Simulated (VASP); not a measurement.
Computed with PBEsol GGA, VASP's PBE PAW potentials (set 64) (plane waves; VASP).

Input for VASP

### POSCAR
```
Al3GaN4
1.0
  5.0456648471   0.0000000000  -0.0002743227
  0.0000000000   3.1309593775   0.0000000000
 -0.0036529819   0.0000000000   5.4193128953
Al Ga N
3 1 4
Cart
  2.5225056040   1.5654796887   0.9070863939
  0.0018512217   1.5654796887   4.5254136983
  0.0039706277   0.0000000000   1.7965630876
  2.5185102009   0.0000000000   3.6102887314
  0.5565992747   0.0000000000   3.6108795092
  0.6179353284   1.5654796887   0.9062034884
  3.1519918032   1.5654796887   4.5548686998
  3.1434364955   0.0000000000   1.7663505268
```

**KPOINTS**
```
kpoints
0
gamma
4 6 4
```

### INCAR
```
# general
SYSTEM =Al3GaN4
PREC   =Accurate
ENCUT  =520   # plane-wave cut-off (eV)
LREAL  =.FALSE.
LASPH  =.TRUE.

# electronic loop
EDIFF  =1E-6   # SCF stop (eV)
NELM   =100   # most electronic steps
ALGO   =Normal   # blocked Davidson
LMAXMIX=4   # l cut-off of mixed one-centre charges

# smearing
ISMEAR =0   # Gaussian
SIGMA  =0.05   # width (eV)

# functional
GGA    =PS   # PBEsol

# ions
IBRION =2   # conjugate gradients
NSW    =60
ISIF   =3
EDIFFG =-0.02   # ionic stop

# output
LWAVE  =.FALSE.
LCHARG =.FALSE.
```

POTCAR, in this order: Al Ga_d N (PBE.64 set). Program: vasp_std.

The resulting files:

File OSZICAR:
```
       N       E                     dE             d eps       ncg     rms          rms(c)
DAV:   1     0.360587126293E+03    0.36059E+03   -0.19809E+04  2112   0.202E+03
DAV:   2    -0.160456943277E+02   -0.37663E+03   -0.36413E+03  2514   0.495E+02
DAV:   3    -0.663918276879E+02   -0.50346E+02   -0.49246E+02  2338   0.153E+02
DAV:   4    -0.686642640073E+02   -0.22724E+01   -0.22651E+01  2886   0.349E+01
DAV:   5    -0.687031213688E+02   -0.38857E-01   -0.38769E-01  2654   0.432E+00    0.161E+01
DAV:   6    -0.601038689767E+02    0.85993E+01   -0.36672E+01  3256   0.605E+01    0.560E+00
DAV:   7    -0.601428393132E+02   -0.38970E-01   -0.22720E+00  2486   0.110E+01    0.388E+00
DAV:   8    -0.600809267040E+02    0.61913E-01   -0.32714E-01  2850   0.695E+00    0.740E-01
DAV:   9    -0.600649116584E+02    0.16015E-01   -0.77825E-02  3324   0.460E+00    0.389E-01
DAV:  10    -0.600649420275E+02   -0.30369E-04   -0.78413E-03  2582   0.666E-01    0.179E-01
DAV:  11    -0.600651077966E+02   -0.16577E-03   -0.62236E-04  3242   0.290E-01    0.512E-02
DAV:  12    -0.600651191209E+02   -0.11324E-04   -0.14329E-04  2644   0.820E-02    0.160E-02
DAV:  13    -0.600651207549E+02   -0.16341E-05   -0.19087E-05  2696   0.330E-02    0.106E-02
DAV:  14    -0.600651205027E+02    0.25228E-06   -0.21817E-06  1634   0.192E-02
   1 F= -.60065121E+02 E0= -.60065121E+02  d E =-.600651E+02
       N       E                     dE             d eps       ncg     rms          rms(c)
DAV:   1    -0.600664327149E+02   -0.13120E-02   -0.87201E-02  2608   0.382E+00    0.228E-01
DAV:   2    -0.600655560768E+02    0.87664E-03   -0.50026E-03  3364   0.131E+00    0.947E-02
DAV:   3    -0.600653505857E+02    0.20549E-03   -0.48274E-04  3140   0.474E-01    0.322E-02
DAV:   4    -0.600653266127E+02    0.23973E-04   -0.18649E-04  3276   0.126E-01    0.144E-02
DAV:   5    -0.600653233590E+02    0.32538E-05   -0.17758E-05  2444   0.292E-02    0.775E-03
DAV:   6    -0.600653228997E+02    0.45928E-06   -0.11302E-06  1302   0.120E-02
   2 F= -.60065323E+02 E0= -.60065323E+02  d E =-.202397E-03
```

### OUTCAR
```
------------------------ aborting loop because EDIFF is reached ----------------------------------------
  FORCE on cell =-STRESS in cart. coord.  units (eV):
  Direction    XX          YY          ZZ          XY          YZ          ZX
  --------------------------------------------------------------------------------------
  Total        0.1410642      0.1576388      0.1531221      0.0000000      0.0000000      0.0028434
  in kB        2.6465554      2.9575170      2.8727776      0.0000000      0.0000000      0.0533460
  external PRESSURE =       2.8256167 kB  Pullay stress =       0.0000000 kB
  volume of cell :       85.40
      direct lattice vectors                 reciprocal lattice vectors
     5.040961369  0.000000000 -0.000129557     0.198374862  0.000000000  0.000128021
     0.000000000  3.128661868  0.000000000     0.000000000  0.319625464  0.000000000
    -0.003494365  0.000000000  5.414700658     0.000004747  0.000000000  0.184682419
 POSITION                                       TOTAL-FORCE (eV/Angst)
 -----------------------------------------------------------------------------------
      2.52091      1.56433      0.90625         0.006246      0.000000     -0.000172
      0.00195      1.56433      4.52050        -0.002279      0.000000     -0.003280
      0.00409      0.00000      1.79592         0.003214      0.000000      0.003317
      2.51554      0.00000      3.60741        -0.003405      0.000000      0.000622
      0.55851      0.00000      3.60797        -0.001349      0.000000      0.003544
      0.61688      1.56433      0.90547        -0.008136      0.000000     -0.002973
      3.14784      1.56433      4.54915         0.004242      0.000000     -0.002889
      3.14003      0.00000      1.76688         0.001466      0.000000      0.001831
 -----------------------------------------------------------------------------------
    total drift:                               -0.000375     -0.000000     -0.001464
  FREE ENERGIE OF THE ION-ELECTRON SYSTEM (eV)
  ---------------------------------------------------
  free  energy   TOTEN  =       -60.0653228997 eV

  energy  without entropy=      -60.0653228997  energy(sigma->0) =      -60.06532290

 reached required accuracy - stopping structural energy minimisation
```
(Selected blocks of OUTCAR.)

CONTCAR:
```
Al3GaN4
   1.00000000000000
     5.0409613690750517    0.0000000000000000   -0.0001295571491875
     0.0000000000000000    3.1286618682490546    0.0000000000000000
    -0.0034943651210785    0.0000000000000000    5.4147006579178161
  Al              Ga              N
     3     1     4
Direct
     0.5002010366911448    0.5000000000000000    0.1673810530883737
     0.0009661551595450    0.5000000000000000    0.8348574758728411
     0.0010420135130022    0.0000000000000000    0.3316753903013283
     0.4994822979556302    0.0000000000000000    0.6662371646755175
     0.1112570089972224    0.0000000000000000    0.6663311443722736
     0.1224888779969426    0.5000000000000000    0.1672280994305931
     0.6250343429653893    0.5000000000000000    0.8401626920828085
     0.6231282667211264    0.0000000000000000    0.3263269800762620
```

The structure comes from a computed database's Al3GaN4 entry (Pm); how it stands against other phases isn't given here. This run relaxes it. Symmetry was kept, so distortions that lower it aren't found. The start is the result of an earlier pass.
